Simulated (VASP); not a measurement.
Input:

```
CELL_PARAMETERS angstrom
      2.01922     1.16580     6.58472
     -2.01922     1.16580     6.58472
      0.00000    -2.33160     6.58472
ATOMIC_POSITIONS crystal
  Ca 0.00000 0.00000 0.00000
  Eu 0.50000 0.50000 0.50000
  S  0.74834 0.74834 0.74834
  S  0.25166 0.25166 0.25166
```

Level of theory: PBEsol GGA, VASP's PBE PAW potentials (set 64) (plane waves; VASP). Run with 400 eV cut-off, 7×7×7 Γ-centred mesh, tetrahedra with Blöchl corrections, potentials Ca_sv Eu_2 S.

The 4f electrons are frozen in the core of the lanthanide potential, so 4f levels, which can set the real gap, and their magnetism are missing.

Question: Estimate the energy per atom (σ→0).

Answer: 
```yaml
energy per atom (σ→0): -5.563 eV/atom
```

The absolute energy has meaning only against runs of the same code, potentials and settings.

The structure comes from a computed database's CaEuS2 entry (R-3m); how it stands against other phases isn't given here. It was relaxed first, which changed the volume by -5 %.
